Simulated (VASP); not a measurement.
Computed with TPSS meta-GGA, VASP's PBE PAW potentials (set 64) (plane waves; VASP).

The input files of a VASP run:

File POSCAR:
```
CoSi2
1.0
  0.0000000000   2.6565137481   2.6565137481
  2.6565137481   0.0000000000   2.6565137481
  2.6565137481   2.6565137481   0.0000000000
Co Si
1 2
Cartesian
  0.0000000000   0.0000000000   0.0000000000
  1.3282568741   1.3282568741   1.3282568741
  3.9847706222   3.9847706222   3.9847706222
```

KPOINTS:
```
Automatic mesh
0
Gamma
9 9 9
0 0 0
```

### INCAR
```
! general
SYSTEM  = CoSi2
PREC    = Accurate
ENCUT   = 520   ! plane-wave cut-off (eV)
LREAL   = .FALSE.   ! projection in real space or not
LASPH   = .TRUE.

! electronic loop
EDIFF   = 1E-6   ! SCF stop (eV)
NELM    = 100   ! most electronic steps
ALGO    = Normal
LMAXMIX = 4   ! l cut-off of mixed one-centre charges
LMIXTAU = .TRUE.

! smearing
ISMEAR  = 1
SIGMA   = 0.1   ! width (eV)

! functional
METAGGA = TPSS

! ions
IBRION  = 2
NSW     = 60   ! most ionic steps
ISIF    = 3   ! ions, shape and volume
EDIFFG  = -0.02   ! ionic stop

! output
LWAVE   = .FALSE.
LCHARG  = .FALSE.
```

POTCAR, in this order: Co Si (PBE.64 set). Program: vasp_std.

The resulting files:

**OUTCAR**
```
 ion  position               nearest neighbor table
   1  0.000  0.000  0.000-   3 2.30   3 2.30   3 2.30   2 2.30   3 2.30   2 2.30   2 2.30   2 2.30
  LATTYP: Found a face centered cubic cell.
 ALAT       =     5.3130274962
 Subroutine PRICEL returns:
 Original cell was already a primitive cell.
 Subroutine GETGRP returns: Found 48 space group operations
The static configuration has the point symmetry O_h .
The dynamic configuration has the point symmetry O_h .
 Subroutine INISYM returns: Found 48 space group operations
 Subroutine IBZKPT returns following result:
 Found     35 irreducible k-points:

 Following reciprocal coordinates:
            Coordinates               Weight
  0.000000  0.000000  0.000000      1.000000
  0.111111  0.000000  0.000000      8.000000
  0.222222  0.000000  0.000000      8.000000
  0.333333  0.000000  0.000000      8.000000
  0.444444  0.000000  0.000000      8.000000
  0.111111  0.111111  0.000000      6.000000
  0.222222  0.111111  0.000000     24.000000
  0.333333  0.111111  0.000000     24.000000
  0.444444  0.111111  0.000000     24.000000
 -0.444444  0.111111  0.000000     24.000000
 -0.333333  0.111111  0.000000     24.000000
 -0.222222  0.111111  0.000000     24.000000
 -0.111111  0.111111  0.000000     12.000000
  0.222222  0.222222  0.000000      6.000000
  0.333333  0.222222  0.000000     24.000000
  0.444444  0.222222  0.000000     24.000000
 -0.444444  0.222222  0.000000     24.000000
 -0.333333  0.222222  0.000000     24.000000
 -0.222222  0.222222  0.000000     12.000000
  0.333333  0.333333  0.000000      6.000000
  0.444444  0.333333  0.000000     24.000000
 -0.444444  0.333333  0.000000     24.000000
 -0.333333  0.333333  0.000000     12.000000
  0.444444  0.444444  0.000000      6.000000
 -0.444444  0.444444  0.000000     12.000000
...
```

**OSZICAR**
```
       N       E                     dE             d eps       ncg     rms          rms(c)
DAV:   1     0.102715997230E+03    0.10272E+03   -0.85308E+03   844   0.178E+03
DAV:   2    -0.100398494518E+02   -0.11276E+03   -0.10663E+03   932   0.390E+02
DAV:   3    -0.169872951592E+02   -0.69474E+01   -0.67234E+01  1096   0.116E+02
DAV:   4    -0.172426456687E+02   -0.25535E+00   -0.25363E+00  1252   0.228E+01
DAV:   5    -0.172482694992E+02   -0.56238E-02   -0.56220E-02  1208   0.361E+00    0.987E+00
DAV:   6    -0.367014096707E+02   -0.19453E+02   -0.37516E+01   852   0.715E+01    0.114E+01
DAV:   7    -0.370942437186E+02   -0.39283E+00   -0.10516E+00  1348   0.115E+01    0.133E+01
DAV:   8    -0.358801564446E+02    0.12141E+01   -0.37515E+00  1164   0.378E+01    0.307E+00
DAV:   9    -0.358581895138E+02    0.21967E-01   -0.21581E-01  1008   0.529E+00    0.154E+00
DAV:  10    -0.357709254587E+02    0.87264E-01   -0.28896E-01  1056   0.997E+00    0.136E+00
DAV:  11    -0.358587091162E+02   -0.87784E-01   -0.47106E-02   936   0.339E+00    0.739E-01
DAV:  12    -0.358624216393E+02   -0.37125E-02   -0.32036E-02  1164   0.323E+00    0.155E-01
DAV:  13    -0.358634480492E+02   -0.10264E-02   -0.15656E-03   900   0.473E-01    0.101E-01
DAV:  14    -0.358633621625E+02    0.85887E-04   -0.67695E-04  1120   0.531E-01    0.240E-02
DAV:  15    -0.358636317184E+02   -0.26956E-03   -0.74848E-05   904   0.111E-01    0.165E-02
DAV:  16    -0.358636267900E+02    0.49284E-05   -0.90018E-06  1196   0.528E-02    0.165E-02
DAV:  17    -0.358636562275E+02   -0.29438E-04   -0.13800E-05   884   0.702E-02    0.706E-03
DAV:  18    -0.358636622931E+02   -0.60656E-05   -0.23834E-06   872   0.155E-02    0.453E-03
DAV:  19    -0.358636625628E+02   -0.26976E-06   -0.24266E-07   460   0.995E-03
   1 F= -.35863663E+02 E0= -.35863530E+02  d E =-.358637E+02
       N       E                     dE             d eps       ncg     rms          rms(c)
DAV:   1    -0.358753372691E+02   -0.11675E-01   -0.14461E-01   936   0.781E+00    0.104E+00
DAV:   2    -0.359107809575E+02   -0.35444E-01   -0.37512E-01  1136   0.136E+01    0.180E+00
DAV:   3    -0.358638320116E+02    0.46949E-01   -0.19513E-01  1108   0.974E+00    0.224E-01
DAV:   4    -0.358634681675E+02    0.36384E-03   -0.29443E-03   960   0.707E-01    0.473E-02
DAV:   5    -0.358634836529E+02   -0.15485E-04   -0.88399E-05  1252   0.893E-02    0.316E-02
DAV:   6    -0.358634766217E+02    0.70311E-05   -0.40622E-05  1176   0.129E-01    0.113E-02
DAV:   7    -0.358634770316E+02   -0.40989E-06   -0.22283E-05  1016   0.955E-02    0.640E-03
DAV:   8    -0.358634802363E+02   -0.32047E-05   -0.33289E-06   904   0.379E-02    0.108E-03
DAV:   9    -0.358634800390E+02    0.19732E-06   -0.10664E-07   456   0.704E-03
   2 F= -.35863480E+02 E0= -.35863365E+02  d E =0.182524E-03
       N       E                     dE             d eps       ncg     rms          rms(c)
DAV:   1    -0.358678263157E+02   -0.43461E-02   -0.47491E-02   936   0.447E+00    0.601E-01
DAV:   2    -0.358794150494E+02   -0.11589E-01   -0.12272E-01  1100   0.777E+00    0.101E+00
DAV:   3    -0.358640399711E+02    0.15375E-01   -0.63961E-02  1104   0.572E+00    0.120E-01
DAV:   4    -0.358639437791E+02    0.96192E-04   -0.10486E-03   940   0.362E-01    0.329E-02
DAV:   5    -0.358639480268E+02   -0.42478E-05   -0.32098E-05  1288   0.670E-02    0.197E-02
DAV:   6    -0.358639420194E+02    0.60075E-05   -0.20384E-05  1168   0.933E-02    0.891E-03
DAV:   7    -0.358639458764E+02   -0.38570E-05   -0.11899E-05  1036   0.716E-02    0.382E-03
DAV:   8    -0.358639454751E+02    0.40121E-06   -0.11115E-06   544   0.233E-02
   3 F= -.35863945E+02 E0= -.35863821E+02  d E =-.282912E-03
```

**OUTCAR**
```
------------------------ aborting loop because EDIFF is reached ----------------------------------------
  FORCE on cell =-STRESS in cart. coord.  units (eV):
  Direction    XX          YY          ZZ          XY          YZ          ZX
  --------------------------------------------------------------------------------------
  Total        0.0080347      0.0080347      0.0080347     -0.0000000      0.0000000     -0.0000000
  in kB        0.3421470      0.3421470      0.3421470     -0.0000000      0.0000000     -0.0000000
  external PRESSURE =       0.3421470 kB  Pullay stress =       0.0000000 kB
  volume of cell :       37.62
      direct lattice vectors                 reciprocal lattice vectors
    -0.000000000  2.659573112  2.659573112    -0.188000096  0.188000096  0.188000096
     2.659573112  0.000000000  2.659573112     0.188000096 -0.188000096  0.188000096
     2.659573112  2.659573112  0.000000000     0.188000096  0.188000096 -0.188000096
 POSITION                                       TOTAL-FORCE (eV/Angst)
 -----------------------------------------------------------------------------------
      0.00000      0.00000      0.00000         0.000000     -0.000000     -0.000000
      1.32979      1.32979      1.32979         0.000000     -0.000000     -0.000000
      3.98936      3.98936      3.98936        -0.000000      0.000000      0.000000
 -----------------------------------------------------------------------------------
    total drift:                               -0.000000     -0.000000      0.000000
  FREE ENERGIE OF THE ION-ELECTRON SYSTEM (eV)
  ---------------------------------------------------
  free  energy   TOTEN  =       -35.8639454751 eV

  energy  without entropy=      -35.8635705957  energy(sigma->0) =      -35.86382052

 reached required accuracy - stopping structural energy minimisation
```
(Selected blocks of OUTCAR.)

CONTCAR:
```
CoSi2
   1.00000000000000
    -0.0000000000000000    2.6595731123313819    2.6595731123313819
     2.6595731123313819    0.0000000000000000    2.6595731123313819
     2.6595731123313819    2.6595731123313819    0.0000000000000000
  Co              Si
     1     2
Direct
     0.0000000000000000    0.0000000000000000    0.0000000000000000
     0.2500000000000000    0.2500000000000000    0.2500000000000000
     0.7500000000000000    0.7500000000000000    0.7500000000000000
```

The compound is CoSi2 in the fluorite structure. This run relaxes it. Symmetry was kept, so distortions that lower it aren't found. The start is the result of an earlier pass. The run is not spin-polarised, so no magnetic state was tried. The electron count is odd and the run is not spin-polarised, which forces a metal.
